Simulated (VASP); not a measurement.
# InP: excitons from the Bethe-Salpeter equation

Aim: the optical spectrum of InP with the electron-hole interaction. The cell is of the zinc-blende type, one of the forms listed for this formula. The start is a cell from a database of measured crystal structures.

Calculated with VASP 6.6.1; PBE; plane waves and PAW (In_d_GW, P_GW), in the first sound run; inputs show where later runs differ.

The database entry behind the starting cell differs from later determinations by our own check (0.1 to 0.3 % short, probably kX units), so it need not match the best structure at ambient conditions.

### 1. Set-up

The structure is cubic, space group F-43m (No. 216). The conventional cell has a = 5.861 Å, b = 5.861 Å, c = 5.861 Å, α = 90.00°, β = 90.00°, γ = 90.00°. In has 4 P at 2.54 Å nearest. P has 4 In at 2.54 Å nearest. Farther neighbours are not listed.

Coordinates:

```cif
data_structure
_symmetry_space_group_name_H-M 'F-43m'
_symmetry_Int_Tables_number 216
_cell_length_a 5.8610
_cell_length_b 5.8610
_cell_length_c 5.8610
_cell_angle_alpha 90.000
_cell_angle_beta 90.000
_cell_angle_gamma 90.000
_cell_volume 201.33
loop_
_atom_site_label
_atom_site_type_symbol
_atom_site_symmetry_multiplicity
_atom_site_Wyckoff_symbol
_atom_site_fract_x
_atom_site_fract_y
_atom_site_fract_z
_atom_site_occupancy
In1 In 4 a 0.00000 0.00000 0.00000 1
P1 P 4 d 0.25000 0.25000 0.75000 1
```

### 2. Ground state

The orbitals come from a self-consistent PBE run with a tight EDIFF and a narrow smearing. KPOINTS_OPT adds the bands along a path, which shows whether the mesh holds the band edges.

INCAR reads:

```
SYSTEM = InP
PREC = Accurate
ENCUT = 300
EDIFF = 1E-08
NELM = 100
ISMEAR = 0
SIGMA = 0.01
LREAL = .FALSE.
ALGO = Normal
GGA = PE
NBANDS = 15
LORBIT = 11
LWAVE = .TRUE.
LCHARG = .FALSE.
KPAR = 8
```

POSCAR reads:

```
InP
1.0
    0.0000000000      2.9305000000      2.9305000000
    2.9305000000      0.0000000000      2.9305000000
    2.9305000000      2.9305000000      0.0000000000
In P
1 1
Direct
    0.0000000000      0.0000000000      0.0000000000
    0.2500000000      0.2500000000      0.2500000000
```

KPOINTS reads:

```
Automatic mesh
0
Gamma
6 6 6
0 0 0
```

KPOINTS_OPT reads:

```
Line mode
12
Line-mode
Reciprocal
  0.00000000   0.00000000   0.00000000 GAMMA
  0.50000000   0.00000000   0.50000000 X

  0.50000000   0.00000000   0.50000000 X
  0.50000000   0.25000000   0.75000000 W

  0.50000000   0.25000000   0.75000000 W
  0.37500000   0.37500000   0.75000000 K

  0.37500000   0.37500000   0.75000000 K
  0.00000000   0.00000000   0.00000000 GAMMA

  0.00000000   0.00000000   0.00000000 GAMMA
  0.50000000   0.50000000   0.50000000 L

  0.50000000   0.50000000   0.50000000 L
  0.62500000   0.25000000   0.62500000 U

  0.62500000   0.25000000   0.62500000 U
  0.50000000   0.25000000   0.75000000 W

  0.50000000   0.25000000   0.75000000 W
  0.50000000   0.50000000   0.50000000 L

  0.50000000   0.50000000   0.50000000 L
  0.37500000   0.37500000   0.75000000 K

  0.62500000   0.25000000   0.62500000 U
  0.50000000   0.00000000   0.50000000 X
```

Potentials, in the order of the species: In_d_GW and P_GW (PBE family, release 64).

Run with:

```console
$ mpirun -np 8 vasp_std
```

Log:

```text
[banner, memory and clock lines left out]
running    8 mpi-ranks, on    1 nodes
 distrk:  each k-point on    1 cores,    8 groups
 distr:  one band on    1 cores,    1 groups

 POSCAR found type information on POSCAR InP
 POSCAR found :  2 types and       2 ions
|                                                                             |
|           W    W    AA    RRRRR   N    N  II  N    N   GGGG   !!!           |
|           W    W   A  A   R    R  NN   N  II  NN   N  G    G  !!!           |
|           W    W  A    A  R    R  N N  N  II  N N  N  G       !!!           |
|           W WW W  AAAAAA  RRRRR   N  N N  II  N  N N  G  GGG   !            |
|           WW  WW  A    A  R   R   N   NN  II  N   NN  G    G                |
|           W    W  A    A  R    R  N    N  II  N    N   GGGG   !!!           |
|                                                                             |
|     For optimal performance we recommend to set                             |
|       NCORE = 2 up to number-of-cores-per-socket                            |
|     NCORE specifies how many cores store one orbital (NPAR=cpu/NCORE).      |
|     This setting can greatly improve the performance of VASP for DFT.       |
|     The default, NCORE=1 might be grossly inefficient on modern             |
|     multi-core architectures or massively parallel machines. Do your        |
|     Unfortunately you need to use the default for GW and RPA                |
|     calculations (for HF NCORE is supported but not extensively tested      |
|     yet).                                                                   |
|                                                                             |

 LDA part: xc-table for (Slater+PW92), standard interpolation
 POSCAR, INCAR and KPOINTS ok, starting setup
 FFT: planning ... GRIDC
 FFT: planning ... GRID_SOFT
 FFT: planning ... GRID
 WAVECAR not read
 entering main loop
       N       E                     dE             d eps       ncg     rms          rms(c)
DAV:   1     0.107032159338E+03    0.10703E+03   -0.62663E+03   587   0.177E+03
DAV:   2     0.218716325906E+01   -0.10484E+03   -0.99214E+02   772   0.430E+02
DAV:   3    -0.836193872374E+01   -0.10549E+02   -0.10503E+02   796   0.126E+02
DAV:   4    -0.874157786640E+01   -0.37964E+00   -0.37951E+00   756   0.219E+01
DAV:   5    -0.875726240378E+01   -0.15685E-01   -0.15684E-01   820   0.488E+00    0.615E+00
DAV:   6    -0.835121989781E+01    0.40604E+00   -0.65261E-01   852   0.285E+01    0.343E+00
DAV:   7    -0.832052270501E+01    0.30697E-01   -0.18640E-01   832   0.505E+00    0.136E+00
DAV:   8    -0.832149740000E+01   -0.97469E-03   -0.14253E-02   713   0.396E+00    0.162E-01
DAV:   9    -0.832183719130E+01   -0.33979E-03   -0.18346E-03   864   0.173E+00    0.635E-02
DAV:  10    -0.832192707112E+01   -0.89880E-04   -0.12791E-04   805   0.140E-01    0.189E-02
DAV:  11    -0.832198582824E+01   -0.58757E-04   -0.83239E-05   664   0.122E-01    0.146E-02
DAV:  12    -0.832198559263E+01    0.23561E-06   -0.39104E-06   889   0.319E-02    0.495E-03
DAV:  13    -0.832198589811E+01   -0.30548E-06   -0.51229E-07   715   0.114E-02    0.167E-03
DAV:  14    -0.832198593496E+01   -0.36855E-07   -0.15120E-07   669   0.325E-03    0.624E-04
DAV:  15    -0.832198595100E+01   -0.16040E-07   -0.58294E-09   571   0.164E-03    0.177E-04
DAV:  16    -0.832198595720E+01   -0.62000E-08   -0.24072E-09   534   0.822E-04
   1 F= -.83219860E+01 E0= -.83219860E+01  d E =-.258323E-58
 Start KPOINTS_OPT (optional k-point list driver)
k-point batch [1-16\120]
       N       E                     dE             ncg
DAV:   1     0.251709305315E+03   -0.46735E+04      589
DAV:   2    -0.150050222649E+04   -0.17522E+04      765
DAV:   3    -0.166743514074E+04   -0.16693E+03      811
DAV:   4    -0.167468143846E+04   -0.72463E+01      737
DAV:   5    -0.167497079087E+04   -0.28935E+00      852
DAV:   6    -0.167497929061E+04   -0.84997E-02      730
DAV:   7    -0.167497966626E+04   -0.37565E-03      830
DAV:   8    -0.167497968075E+04   -0.14498E-04      732
DAV:   9    -0.167497968120E+04   -0.44086E-06      808
DAV:  10    -0.167497968122E+04   -0.19603E-07      608
DAV:  11    -0.167497968122E+04   -0.10866E-08      534
[...]
k-point batch [113-120\120]
       N       E                     dE             ncg
DAV:   1     0.407140126743E+04   -0.38873E+04      305
DAV:   2     0.319772571326E+04   -0.87368E+03      432
DAV:   3     0.313529231697E+04   -0.62433E+02      395
DAV:   4     0.313371710519E+04   -0.15752E+01      386
DAV:   5     0.313359598070E+04   -0.12112E+00      441
DAV:   6     0.313359199030E+04   -0.39904E-02      395
DAV:   7     0.313359182326E+04   -0.16703E-03      402
DAV:   8     0.313359181384E+04   -0.94221E-05      387
DAV:   9     0.313359181270E+04   -0.11444E-05      405
DAV:  10     0.313359181266E+04   -0.31901E-07      369
DAV:  11     0.313359181266E+04   -0.20414E-08      283
 writing wavefunctions
```

Run time: 11 s. Hardware: 8 MPI ranks of Intel Xeon Platinum 8488C (Sapphire Rapids), shared host; peak memory 1.2 GiB; 81 s of CPU time.

The logs omit lines about the potential files and the build; timing stands in the text.

Parts of OUTCAR (step 2):

```text
ion  position               nearest neighbor table
   1  0.000  0.000  0.000-   2 2.54   2 2.54   2 2.54   2 2.54
   2  0.250  0.250  0.250-   1 2.54   1 2.54   1 2.54   1 2.54

  LATTYP: Found a face centered cubic cell.
 ALAT       =     5.8610000000

 Subroutine GETGRP returns: Found 24 space group operations
 (whereof 24 operations were pure point group operations)

The static configuration has the point symmetry T_d .

 Found     16 irreducible k-points:

   k-points           NKPTS =     16   k-points in BZ     NKDIM =     16   number of bands    NBANDS=     15

   dimension x,y,z NGX =    24 NGY =   24 NGZ =   24
   dimension x,y,z NGXF=    48 NGYF=   48 NGZF=   48

   ENCUT  =  300.0 eV  22.05 Ry    4.70 a.u.   5.85  5.85  5.85*2*pi/ulx,y,z

   NELECT =      18.0000    total number of electrons

 k-points in reciprocal lattice and weights: Automatic mesh
   0.00000000  0.00000000  0.00000000       0.005
   0.16666667  0.00000000  0.00000000       0.037
   0.33333333  0.00000000  0.00000000       0.037
   0.50000000  0.00000000  0.00000000       0.019
   0.16666667  0.16666667  0.00000000       0.028
   0.33333333  0.16666667  0.00000000       0.111
   0.50000000  0.16666667  0.00000000       0.111
  -0.33333333  0.16666667  0.00000000       0.111
  -0.16666667  0.16666667  0.00000000       0.056
[...]
-0.33333333  0.33333333  0.16666667       0.111
  -0.33333333  0.50000000  0.16666667       0.056

 average (electrostatic) potential at core
       1 -74.2543       2 -75.1275

 E-fermi :   4.0345

 k-point     1 :       0.0000    0.0000    0.0000
  band No.  band energies     occupation
    ...
      5     -10.1040      2.00000
      6      -7.6014      2.00000
      7       3.9225      2.00000
      8       3.9225      2.00000
      9       3.9225      2.00000
     10       4.6229      0.00000
     11       8.0047      0.00000
     12       8.0047      0.00000
     13       8.0047      0.00000
     14      12.4958      0.00000
    ...

 k-point     2 :       0.1667    0.0000    0.0000
  band No.  band energies     occupation
    ...
      5     -10.1034      2.00000
      6      -7.2877      2.00000
      7       1.7373      2.00000
      8       3.6184      2.00000
      9       3.6184      2.00000
     10       5.7165      0.00000
     11       8.4114      0.00000
     12       8.4442      0.00000
     13       8.4442      0.00000
     14      12.5256      0.00000
    ...

 k-point     3 :       0.3333    0.0000    0.0000
  band No.  band energies     occupation
    ...
      5     -10.0969      2.00000
      6      -6.4784      2.00000
      7      -0.6472      2.00000
      8       3.1451      2.00000
      9       3.1451      2.00000
     10       5.5698      0.00000
     11       8.7849      0.00000
     12       8.7849      0.00000
     13      10.1905      0.00000
     14      12.8164      0.00000
    ...

  Total        0.9437790      0.9437790      0.9437790      0.0000000      0.0000000     -0.0000000
  in kB       30.0417839     30.0417839     30.0417839      0.0000000      0.0000000     -0.0000000
  external PRESSURE =      30.0417839 kB  Pullay stress =       0.0000000 kB

  energy-cutoff  :      300.00
  volume of cell :       50.33
      direct lattice vectors                 reciprocal lattice vectors
     0.000000000  2.930500000  2.930500000    -0.170619348  0.170619348  0.170619348
     2.930500000  0.000000000  2.930500000     0.170619348 -0.170619348  0.170619348
     2.930500000  2.930500000  0.000000000     0.170619348  0.170619348 -0.170619348

 POSITION                                       TOTAL-FORCE (eV/Angst)
 -----------------------------------------------------------------------------------
      0.00000      0.00000      0.00000         0.000000      0.000000      0.000000
      1.46525      1.46525      1.46525        -0.000000     -0.000000     -0.000000
 -----------------------------------------------------------------------------------
    total drift:                               -0.000001     -0.000001     -0.000001

  FREE ENERGIE OF THE ION-ELECTRON SYSTEM (eV)
  ---------------------------------------------------
  free  energy   TOTEN  =        -8.3219859572 eV

  energy  without entropy=       -8.3219859572  energy(sigma->0) =       -8.32198596

 total charge
# of ion       s       p       d       f       tot
--------------------------------------------------
    1        0.784   0.708  10.056   0.020  11.569
    2        1.133   1.704   0.033   0.000   2.870
--------------------------------------------------
tot          1.918   2.412  10.089   0.020  14.439

[... 3 further parts left out ...]
```

Numbers from this step:

* free energy (TOTEN): -8.322 eV
* Fermi energy: 4.035 eV
* pressure: 3.004 GPa
* least gap on mesh and path: 0.7004 eV
* least direct gap on mesh and path: 0.7004 eV

The highest empty bands on the path are converged less tightly, to about 0.1 eV. Electronic bands along the path, in eV, zero at the valence-band top; v1 is the highest filled band, c1 the lowest empty one:

| point | v3 | v2 | v1 | c1 | c2 | c3 | c4 |
| --- | --- | --- | --- | --- | --- | --- | --- |
| Γ | 0.00 | 0.00 | 0.00 | 0.70 | 4.08 | 4.08 | 4.08 |
| 0.45 of the way | -3.02 | -1.25 | -1.25 | 2.63 | 3.10 | 6.06 | 6.06 |
| X | -5.76 | -2.32 | -2.32 | 1.76 | 2.26 | 9.21 | 9.58 |
| 0.45 of the way | -5.70 | -2.61 | -2.60 | 2.54 | 2.97 | 7.88 | 7.91 |
| W | -5.61 | -2.95 | -2.91 | 4.29 | 4.37 | 5.56 | 6.20 |
| 0.45 of the way | -5.61 | -3.19 | -2.43 | 3.25 | 4.42 | 6.27 | 6.83 |
| K | -5.62 | -3.31 | -1.94 | 2.36 | 4.38 | 7.50 | 7.53 |
| 0.45 of the way | -4.10 | -2.25 | -0.69 | 2.92 | 4.89 | 5.15 | 5.15 |
| Γ | 0.00 | 0.00 | 0.00 | 0.70 | 4.08 | 4.08 | 4.08 |
| 0.45 of the way | -3.11 | -0.49 | -0.49 | 1.81 | 4.73 | 4.73 | 5.06 |
| L | -5.74 | -0.97 | -0.97 | 1.49 | 4.80 | 4.80 | 7.11 |
| 0.45 of the way | -5.60 | -2.33 | -1.32 | 2.62 | 4.45 | 5.62 | 7.04 |
| U | -5.62 | -3.31 | -1.94 | 2.36 | 4.38 | 7.50 | 7.53 |
| 0.45 of the way | -5.61 | -3.23 | -2.31 | 3.01 | 4.41 | 6.50 | 7.01 |
| W | -5.61 | -2.95 | -2.91 | 4.29 | 4.37 | 5.56 | 6.20 |
| 0.55 of the way | -5.57 | -2.53 | -1.52 | 3.01 | 4.20 | 5.80 | 7.15 |
| L | -5.74 | -0.97 | -0.97 | 1.49 | 4.80 | 4.80 | 7.11 |
| 0.45 of the way | -5.60 | -2.33 | -1.32 | 2.62 | 4.45 | 5.62 | 7.04 |
| K | -5.62 | -3.31 | -1.94 | 2.36 | 4.38 | 7.50 | 7.53 |
| jump to U | -5.62 | -3.31 | -1.94 | 2.36 | 4.38 | 7.50 | 7.53 |
| 0.55 of the way | -5.73 | -2.69 | -2.24 | 2.01 | 2.76 | 8.48 | 8.80 |
| X | -5.76 | -2.32 | -2.32 | 1.76 | 2.26 | 9.21 | 9.58 |

Of the projections kept (In, P), the largest for each band there; the rest of the weight can lie on other orbitals:

| point | v3 | v2 | v1 | c1 | c2 | c3 | c4 |
| --- | --- | --- | --- | --- | --- | --- | --- |
| Γ | P 0.76 | P 0.76 | P 0.76 | P 0.51 | In 0.78 | In 0.78 | In 0.78 |
| X | In 0.72 | P 0.64 | P 0.64 | In 0.64 | In 0.64 | P 0.75 | In 0.54 |
| W | In 0.73 | P 0.64 | P 0.59 | P 0.68 | P 0.54 | In 0.67 | In 0.63 |
| K | In 0.71 | P 0.60 | P 0.65 | In 0.63 | P 0.57 | In 0.51 | P 0.58 |
| Γ | P 0.76 | P 0.76 | P 0.76 | P 0.51 | In 0.78 | In 0.78 | In 0.78 |
| L | In 0.61 | P 0.69 | P 0.69 | In 0.61 | In 0.67 | In 0.67 | P 0.69 |

The electronic bands as a text plot (rows in eV, shown from -5.8 to 4.1 only):

```
    3.9 |++                    ++++              + +          +
    3.5 |  +        +                               +
    3.1 |   +++     +  +   +++                       +
    2.6 |   +  ++  +    + +   +             +++ +     +    ++  +
    2.2 |  + ++  +++     +     +           +   +          +  ++ +
    1.8 | +    ++++             +   ++++               + +     ++
    1.4 |                          +    +++             +
    1.0 |+                       +
    0.6 |                         +
    0.2 |                        **
   -0.2 |**                    *** ***
   -0.6 |  *                 *** *    **
   -1.0 | * *              **      *    ****           ****
   -1.5 |    *            *     *          ***       *** * *
   -1.9 |  *  **        **    **    *         **    *     * ***
   -2.3 |   *   ***    *     *       *      *   *     *        **
   -2.7 |          ** *     *                    * * *     *   *
   -3.1 |            ****  *                 ** *****       * *
   -3.5 |    *           **   *                *             *
   -3.9 |                    *        *
   -4.3 |     *                        *
   -4.7 |      *            *
   -5.1 |       *         **
   -5.6 |        *********              *************************
         Γ       X    W  K        Γ      L     U  W     L   K|U X
```

The cell has a gap of 0.700 eV on mesh and path and a pressure of +3.0 GPa, which holds the misfit of the given cell and coordinates with this functional, and any error of cutoff, mesh and data sets. Spin-orbit coupling is left out, which can shift or reorder these edges.

### 3. Empty bands

The next step needs empty bands that the ground-state run didn't converge, so the Hamiltonian is diagonalised exactly for NBANDS bands, in a single step. LOPTICS writes the k-derivatives of the orbitals (WAVEDER), which give the long-wavelength limit of the screening.

INCAR reads:

```
SYSTEM = InP
PREC = Accurate
ENCUT = 300
ISMEAR = 0
SIGMA = 0.01
LREAL = .FALSE.
GGA = PE
NBANDS = 120
ALGO = Exact
NELM = 1
LWAVE = .TRUE.
LCHARG = .FALSE.
LOPTICS = .TRUE.
NEDOS = 1000
CSHIFT = 0.1
```

POSCAR is that of step 2.

KPOINTS is that of step 2.

Run with:

```console
$ mpirun -np 8 vasp_std
```

Log:

```text
[banner, memory and clock lines left out]
running    8 mpi-ranks, on    1 nodes
 distrk:  each k-point on    8 cores,    1 groups
 distr:  one band on    1 cores,    8 groups

 POSCAR found type information on POSCAR InP
 POSCAR found :  2 types and       2 ions
 [... a notice as in an earlier step ...]

 LDA part: xc-table for (Slater+PW92), standard interpolation
 found WAVECAR, reading the header
  number of bands has changed, file:    15 present:   120
  trying to continue reading WAVECAR, but it might fail
 POSCAR, INCAR and KPOINTS ok, starting setup
 FFT: planning ... GRIDC
 FFT: planning ... GRID_SOFT
 FFT: planning ... GRID
 reading WAVECAR
 random initialization beyond band           15
 the WAVECAR file was read successfully
 initial charge from wavefunction
 entering main loop
       N       E                     dE             d eps       ncg     rms          rms(c)
DIA:   1    -0.832198595580E+01   -0.83220E+01    0.00000E+00     0   0.000E+00
   1 F= -.83219860E+01 E0= -.83219860E+01  d E =-.272359E-66
 writing wavefunctions
 optical routines
 imaginary and real dielectric function
 recalculating local potential from charge density
 direction            1
 direction            2
 direction            3
```

Run time: 5.4 s. Hardware: 8 MPI ranks; peak memory 1.1 GiB.

From OUTCAR (step 3):

```text
The static configuration has the point symmetry T_d .

 Found     16 irreducible k-points:

   k-points           NKPTS =     16   k-points in BZ     NKDIM =     16   number of bands    NBANDS=    120

   NELECT =      18.0000    total number of electrons

 E-fermi :   4.0425

 k-point     3 :       0.3333    0.0000    0.0000
  band No.  band energies     occupation
    ...
      5     -10.0969      2.00000
      6      -6.4784      2.00000
      7      -0.6472      2.00000
      8       3.1451      2.00000
      9       3.1451      2.00000
     10       5.5698      0.00000
     11       8.7849      0.00000
     12       8.7849      0.00000
     13      10.1905      0.00000
     14      12.8150      0.00000
    ...

  Total        0.9439385      0.9439385      0.9439385      0.0000000      0.0000000     -0.0000000
  in kB       30.0468604     30.0468604     30.0468604      0.0000000      0.0000000     -0.0000000
  external PRESSURE =      30.0468604 kB  Pullay stress =       0.0000000 kB

 POSITION                                       TOTAL-FORCE (eV/Angst)
 -----------------------------------------------------------------------------------
      0.00000      0.00000      0.00000         0.000000     -0.000000      0.000000
      1.46525      1.46525      1.46525        -0.000000      0.000000     -0.000000
 -----------------------------------------------------------------------------------
    total drift:                               -0.000001     -0.000001     -0.000001

  FREE ENERGIE OF THE ION-ELECTRON SYSTEM (eV)
  ---------------------------------------------------
  free  energy   TOTEN  =        -8.3219859558 eV

  energy  without entropy=       -8.3219859558  energy(sigma->0) =       -8.32198596

 plasma frequency squared (from intraband transitions) (eV^2)
  --------------------------------------------------------------------------------------
       0.000      -0.000      -0.000
      -0.000       0.000      -0.000
      -0.000      -0.000       0.000

[... 13 parts as in an earlier step ...]
```

The gap is read on the k-mesh alone, so it is an upper bound where the band edges lie off the mesh.

Numbers from this step:

| Property | Result |
| --- | --- |
| gap on the k-mesh | 0.7004 eV |
| least direct gap on the k-mesh | 0.7004 eV |

WAVECAR now holds 120 bands for 18 electrons. Its independent-particle dielectric tensor has xx, yy, zz = 20.8, 20.8, 20.8 on this mesh, which isn't tested for convergence in mesh or bands and lacks local fields.

(Continued in part 2 of 3.)

[Lines on the potential files, build, host, timing and source positions are cut from VASP's logs without a mark.]

[Logs are printed without paths, hosts, clocks, repeated set-up lines and the standing remarks that a program may print on its own settings, such as how far it seeks lower states.]

[Hosts, paths, dates, database ids (printed as entryN), source tags and the programs' standing remarks are cut or masked in the printed files.]

[Pressures printed for these runs are not shown converged in the cutoff: they can be off by several GPa and have the wrong sign.]
